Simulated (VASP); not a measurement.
# Zn2N2O (P1) in VASP: single point with r2SCAN

Aim: the single point of Zn2N2O with r2SCAN.

Everything below comes from runs of VASP 6.6.1. Logs are shortened: lines on timing, memory, paths and dates and some standing lists are left out, and cuts for length are marked.

**1. The structure**

The typed cell holds 10 atoms: a = 5.212 Å, b = 5.328 Å, c = 5.326 Å, α = 116.46°, β = 115.06°, γ = 97.51°.

The cell was built by a generator and needn't be a form met in nature.

**2. Single point, r2SCAN**

The input, POSCAR:

```
Zn2N2O
1.0
   -2.7738143300      2.7749723500      3.4300548700
    2.8053327800     -2.8524668500      3.5181801500
    2.8034723000      2.8821248100     -3.4927007300
N Zn O
4 4 2
Direct
    0.3399260000      0.8354480000      0.1634870000
    0.8945980000      0.7081920000      0.5514930000
    0.6802270000      0.1446310000      0.8434910000
    0.1563640000      0.3500860000      0.5076390000
    0.9001040000      0.3980440000      0.2739440000
    0.4079390000      0.1366940000      0.5048830000
    0.1494100000      0.6568410000      0.7837550000
    0.6149950000      0.8681490000      0.4928750000
    0.2449620000      0.2509940000      0.9933510000
    0.7577110000      0.7635720000      0.0004610000
```

The input, INCAR.step1:

```
PREC     = Accurate       # precision mode
ENCUT    = 520            # plane-wave cutoff, eV
ISMEAR   = -1             # smearing method
SIGMA    = 0.1            # smearing width, eV
LREAL    = False          # projectors in reciprocal space
LASPH    = True           # aspherical terms in the spheres
NELM     = 100            # most SCF steps
NBANDS   = 51             # bands
GGA      = PE             # functional
ALGO     = Normal         # electronic algorithm
EDIFF    = 1E-4           # SCF threshold, eV
LWAVE    = True           # write WAVECAR
LCHARG   = False          # write CHGCAR
```

The input, INCAR.step2:

```
PREC     = Accurate       # precision mode
ENCUT    = 520            # plane-wave cutoff, eV
EDIFF    = 1E-6           # SCF threshold, eV
ISMEAR   = -1             # smearing method
SIGMA    = 0.1            # smearing width, eV
LREAL    = False          # projectors in reciprocal space
LASPH    = True           # aspherical terms in the spheres
NELM     = 100            # most SCF steps
ALGO     = Normal         # electronic algorithm
ISIF     = 2              # what is computed and relaxed
LWAVE    = False          # write WAVECAR
LCHARG   = False          # write CHGCAR
METAGGA  = R2SCAN         # meta-GGA
LMIXTAU  = True         
NBANDS   = 51             # bands
ISTART   = 1
```

The input, KPOINTS:

```
Automatic mesh
0
Gamma
  4 4 5
  0.5 0.5 0.5
```

Potentials or basis: VASP PAW PBE potentials, release 64 (N, Zn, O).

The run is started by

```
> cat potpaw_PBE.64/N/POTCAR potpaw_PBE.64/Zn/POTCAR potpaw_PBE.64/O/POTCAR > POTCAR
> cp INCAR.step1 INCAR
> mpirun -np 1 vasp_std > vasp.out
> cp INCAR.step2 INCAR
> mpirun -np 1 vasp_std > vasp.out
```

OUTCAR:

```text
PREC = Accurate
   ENCUT = 520
   EDIFF = 1E-6
   ISMEAR = -1
   LREAL = False
   LASPH = True
   NELM = 100
   ISIF = 2
   METAGGA = R2SCAN
   ISTART = 1

 ion  position               nearest neighbor table
   1  0.340  0.835  0.163-   7 1.52   8 1.64   6 1.65
   2  0.895  0.708  0.551-   7 1.54   5 1.67   8 1.77
   3  0.680  0.145  0.843-   8 1.63   5 1.73   6 1.74
   4  0.156  0.350  0.508-   5 1.54   7 1.66   6 1.84
   5  0.900  0.398  0.274-   4 1.54   2 1.67   3 1.73   7 2.04
   6  0.408  0.137  0.505-   1 1.65   3 1.74   4 1.84   8 1.90   7 3.01
   7  0.149  0.657  0.784-   1 1.52   2 1.54   4 1.66   5 2.04   6 3.01   8 3.02
   8  0.615  0.868  0.493-   3 1.63   1 1.64   2 1.77   6 1.90   7 3.02
   9  0.245  0.251  0.993-
  10  0.758  0.764  0.000-

  LATTYP: Found a triclinic cell.
 ALAT       =    11.2329090143
 B/A-ratio  =     0.6186054416
 C/A-ratio  =     0.4993311489
 COS(alpha) =     0.0090190867
 COS(beta)  =     0.2553955491
 COS(gamma) =     0.9357504780

  Lattice vectors:

 A1 = (  -2.8368512300,   2.9299613500, -10.4664151700)
 A2 = (  -0.0315184500,   0.0774945000,  -6.9482350200)
 A3 = (  -5.6088050800,  -0.0296579600,  -0.0254794200)

Analysis of symmetry for initial positions (statically):
=====================================================================
 Subroutine PRICEL returns:
 Original cell was already a primitive cell.

 Routine SETGRP: Setting up the symmetry group for a
 triclinic supercell.

 Subroutine GETGRP returns: Found  1 space group operations
 (whereof  1 operations were pure point group operations)
 out of a pool of  2 trial point group operations.

The static configuration has the point symmetry C_1 .

Analysis of symmetry for dynamics (positions and initial velocities):
=====================================================================
 Subroutine PRICEL returns:
 Original cell was already a primitive cell.

 Routine SETGRP: Setting up the symmetry group for a
 triclinic supercell.

 Subroutine GETGRP returns: Found  1 space group operations
 (whereof  1 operations were pure point group operations)
 out of a pool of  2 trial point group operations.

The dynamic configuration has the point symmetry C_1 .

 Subroutine INISYM returns: Found  1 space group operations
 (whereof  1 operations are pure point group operations),
 and found     1 'primitive' translations

----------------------------------------------------------------------------------------

                                     Primitive cell

  volume of cell :     110.2132

  direct lattice vectors                    reciprocal lattice vectors
    -2.773814330  2.774972350  3.430054870    -0.001606171  0.178393404  0.145918370
     2.805332780 -2.852466850  3.518180150     0.177637467  0.000653638  0.143122936
     2.803472300  2.882124810 -3.492700730     0.177355978  0.175852106  0.001156781

  length of vectors
     5.211505914  5.327668412  5.325885724     0.230475502  0.228122054  0.249760774

  position of ions in fractional coordinates (direct lattice)
     0.339926000  0.835448000  0.163487000
     0.894598000  0.708192000  0.551493000
     0.680227000  0.144631000  0.843491000
     0.156364000  0.350086000  0.507639000
     0.900104000  0.398044000  0.273944000
     0.407939000  0.136694000  0.504883000
     0.149410000  0.656841000  0.783755000
     0.614995000  0.868149000  0.492875000
     0.244962000  0.250994000  0.993351000
     0.757711000  0.763572000  0.000461000

  ion indices of the primitive-cell ions
   primitive index   ion index
                 1           1
                 2           2
                 3           3
                 4           4
                 5           5
                 6           6
                 7           7
                 8           8
                 9           9
                10          10

----------------------------------------------------------------------------------------

 KPOINTS: Automatic mesh

Automatic generation of k-mesh.
 Grid dimensions read from file:
 generate k-points for:    4    4    5

 Generating k-lattice:

  Cartesian coordinates                     Fractional coordinates (reciprocal lattice)
    -0.000401543  0.044598351  0.036479593     0.250000000 -0.000000000  0.000000000
     0.044409367  0.000163409  0.035780734     0.000000000  0.250000000 -0.000000000
     0.035471196  0.035170421  0.000231356    -0.000000000  0.000000000  0.200000000

  Length of vectors
     0.057618876  0.057030514  0.049952155

  Shift w.r.t. Gamma in fractional coordinates (k-lattice)
     0.500000000  0.500000000  0.500000000

 Subroutine IBZKPT returns following result:
 ===========================================

 Found     40 irreducible k-points:

 Following reciprocal coordinates:
            Coordinates               Weight
  0.125000  0.125000  0.100000      2.000000
  0.375000  0.125000  0.100000      2.000000
 -0.375000  0.125000  0.100000      2.000000
 -0.125000  0.125000  0.100000      2.000000
  0.125000  0.375000  0.100000      2.000000
  0.375000  0.375000  0.100000      2.000000
[... 16 lines left out ...]
 -0.375000  0.375000  0.300000      2.000000
 -0.125000  0.375000  0.300000      2.000000
 [... further k-points ...]
   k-points           NKPTS =     40   k-points in BZ     NKDIM =     40   number of bands    NBANDS=     51
   number of dos      NEDOS =    301   number of ions     NIONS =     10
   total plane-waves  NPLWV =  64000
   dimension x,y,z NGX =    40 NGY =   40 NGZ =   40
   dimension x,y,z NGXF=    80 NGYF=   80 NGZF=   80
   ions per type =               4   4   2
   NGX,Y,Z   is equivalent  to a cutoff of  12.76, 12.48, 12.49 a.u.
   NGXF,Y,Z  is equivalent  to a cutoff of  25.52, 24.96, 24.97 a.u.
 SYSTEM =  unknown system
   PREC   = accura    normal or accurate (medium, high low for compatibility)
   ISTART =      1    job   : 0-new  1-cont  2-samecut
   ICHARG =      0    charge: 1-file 2-atom 10-const
   ISPIN  =      1    spin polarized calculation?
   LNONCOLLINEAR =      F non collinear calculations
   LSORBIT =      F    spin-orbit coupling
   LASPH  =      T    aspherical Exc in radial PAW
   ENCUT  =  520.0 eV  38.22 Ry    6.18 a.u.   9.69  9.91  9.90*2*pi/ulx,y,z
   NELM   =    100;   NELMIN=  2; NELMDL=  0     # of ELM steps
   EDIFF  = 0.1E-05   stopping-criterion for ELM
   LREAL  =      F    real-space projection
   EDIFFG = 0.1E-04   stopping-criterion for IOM
   NSW    =      0    number of steps for IOM
   IBRION =     -1    ionic relax: 0-MD 1-quasi-New 2-CG
   NFREE  =      0    steps in history (QN), initial steepest desc. (CG)
   ISIF   =      2    stress and relaxation
   ISYM   =      2    0-nonsym 1-usesym 2-fastsym
   POTIM  = 0.5000    time-step for ionic-motion
   TEBEG  =    0.0;   TEEND  =   0.0 temperature during run
   PSTRESS=    0.0 pullay stress
   NELECT =      80.0000    total number of electrons
   NUPDOWN=      -1.0000    fix difference up-down
   EMIN   =  10.00;   EMAX   =-10.00  energy-range for DOS
   EFERMI =   0.00;   METHOD = LEGACY
   ISMEAR =    -1;   SIGMA  =   0.10  broadening in eV -4-tet -1-fermi 0-gaus
   EFERMI_NEDOS =   21; number of points for ismear=-14 and -15
   IALGO  =     38    algorithm
   IMIX   =      4    mixing-type and parameters
     AMIX     =   0.40;   BMIX     =  1.00
     AMIX_MAG =   1.60;   BMIX_MAG =  1.00
  volume/ion in A,a.u.               =      11.02        74.38
  Fermi-wavevector in a.u.,A,eV,Ry     =   1.471274  2.780305 29.451821  2.164648
  Thomas-Fermi vector in A             =   2.586430
   LORBIT       =      0    0 simple, 1 ext, 2 COOP (PROOUT), +10 PAW based schemes
   METAGGA = R2SCAN    functional components
   LHFCALC =     F    Hartree Fock is set to
   AEXX    =    0.0000 exact exchange contribution
   IVDW    =     0    specifies the selected vdW correction
   LEPSILON=     F    determine dielectric tensor
   LRPA    =     F    only Hartree local field effects (RPA)
 non-spin polarized calculation
  energy-cutoff  :      520.00
  volume of cell :      110.21
 maximum number of plane-waves:      2988
   NGX = 19   NGY = 19   NGZ = 19

 number of electron      80.0000000 magnetization

 Free energy of the ion-electron system (eV)
  ---------------------------------------------------
  ext. energy  EPLUGINS =         0.00000000
  ---------------------------------------------------
  free energy    TOTEN  =       -58.49009580 eV

  energy without entropy =      -58.14995578  energy(sigma->0) =      -58.32002579

 E-fermi :   1.4769     XC(G=0): -11.7944

 val. band max:        1.4767593750   @ k =  -0.1250  -0.1250   0.3000
 cond. band min:       1.4802541296   @ k =  -0.3750   0.3750   0.5000
 fundamental gap:      0.0034947547
 Fermi energy:         1.4769271833

 k-point     1 :       0.1250    0.1250    0.1000
  band No.  band energies     occupation
      1     -16.9752      2.00000
      2     -15.8013      2.00000
      3     -15.4914      2.00000
      4     -15.3252      2.00000
      5     -15.2066      2.00000
      6     -14.7938      2.00000
[... 43 lines left out ...]
     50      12.0700      0.00000
     51      12.4407      0.00000

 k-point     2 :       0.3750    0.1250    0.1000
  band No.  band energies     occupation
      1     -16.6270      2.00000
      2     -16.0871      2.00000
      3     -15.5708      2.00000
      4     -15.4480      2.00000
      5     -15.0977      2.00000
      6     -14.8914      2.00000
[... 43 lines left out ...]
     50      11.8387      0.00000
     51      12.3383      0.00000

 k-point     3 :      -0.3750    0.1250    0.1000
  band No.  band energies     occupation
      1     -16.9398      2.00000
      2     -15.7190      2.00000
      3     -15.5778      2.00000
      4     -15.3810      2.00000
      5     -15.0466      2.00000
      6     -14.9680      2.00000
[... 1123 lines left out ...]
     50      11.3821      0.00000
     51      12.2227      0.00000

 k-point    24 :      -0.1250    0.3750    0.3000
  band No.  band energies     occupation
      1     -16.6985      2.00000
      2     -15.9687      2.00000
      3     -15.6598      2.00000
      4     -15.3599      2.00000
      5     -15.1229      2.00000
      6     -14.8761      2.00000
[... 43 lines left out ...]
     50      11.7927      0.00000
     51      12.0792      0.00000

 [... further k-points ...]

------------------------ aborting loop because EDIFF is reached ----------------------------------------

  FORCE on cell =-STRESS in cart. coord.  units (eV):
  Direction    XX          YY          ZZ          XY          YZ          ZX
  --------------------------------------------------------------------------------------
  -------------------------------------------------------------------------------------
  Total       69.3734329     84.2489735      0.4211149      6.5421082     -6.2433806      2.3822863
  in kB     1008.4866271   1224.7334394      6.1217773     95.1031012    -90.7604762     34.6314684
  external PRESSURE =     746.4472813 kB  Pullay stress =       0.0000000 kB

 VOLUME and BASIS-vectors are now :
 -----------------------------------------------------------------------------
  energy-cutoff  :      520.00
  volume of cell :      110.21
      direct lattice vectors                 reciprocal lattice vectors
    -2.773814330  2.774972350  3.430054870    -0.001606171  0.178393404  0.145918370
     2.805332780 -2.852466850  3.518180150     0.177637467  0.000653638  0.143122936
     2.803472300  2.882124810 -3.492700730     0.177355978  0.175852106  0.001156781

 POSITION                                       TOTAL-FORCE (eV/Angst)
 -----------------------------------------------------------------------------------
      1.85915     -0.96861      3.53421         0.841302      1.628141     -0.352107
      1.05136      2.05186      3.63387         6.667555    -11.601486      1.688239
      0.88362      3.90610     -0.10401         5.880264      3.852443     -0.753605
      1.97153      0.89838     -0.00503        -8.050559     12.960891     -1.286175
     -0.61208      2.15190      3.53099        -5.753685    -13.405785      0.853885
      0.66735      2.19724      0.11676        12.000293     -8.018442      1.577156
      3.62546      0.79987      0.08595        -0.666844      5.570618     -0.307645
      2.11133      0.65076      3.44231       -10.796557      8.992591     -1.319821
      2.80947      2.82677     -1.74620        -0.050440     -0.022989      0.131845
      0.04162     -0.07411      5.28376        -0.071329      0.044019     -0.231773
 -----------------------------------------------------------------------------------
    total drift:                               -0.003841     -0.015489      0.013334

  FREE ENERGIE OF THE ION-ELECTRON SYSTEM (eV)
  ---------------------------------------------------
  free  energy   TOTEN  =       -58.4900957992 eV

  energy  without entropy=      -58.1499557827  energy(sigma->0) =      -58.32002579
```

Wall time 11 min (1 thread of Intel Xeon 6975P-C (Granite Rapids), shared host); peak memory 0.36 GiB.

What came out:

* Free energy: -58.4901 eV
* Pressure: 74.6 GPa
* Largest force: 15.312 eV/Å
* Band gap on the k mesh: none (metal or under the smearing width)

Forces in eV/Å, atoms in the order of the input:
```
N     0.841   1.628  -0.352
N     6.668 -11.601   1.688
N     5.880   3.852  -0.754
N    -8.051  12.961  -1.286
Zn   -5.754 -13.406   0.854
Zn   12.000  -8.018   1.577
Zn   -0.667   5.571  -0.308
Zn  -10.797   8.993  -1.320
O    -0.050  -0.023   0.132
O    -0.071   0.044  -0.232
```

Caveat: the k mesh is coarse (spacing up to 0.36 Å⁻¹), so the values aren't converged; a pressure of tens of GPa on the cell as given is suspect, and the run, the potentials or the cell itself is likely at fault; the PAW data sets were made with another functional, which shifts forces and pressure a little.
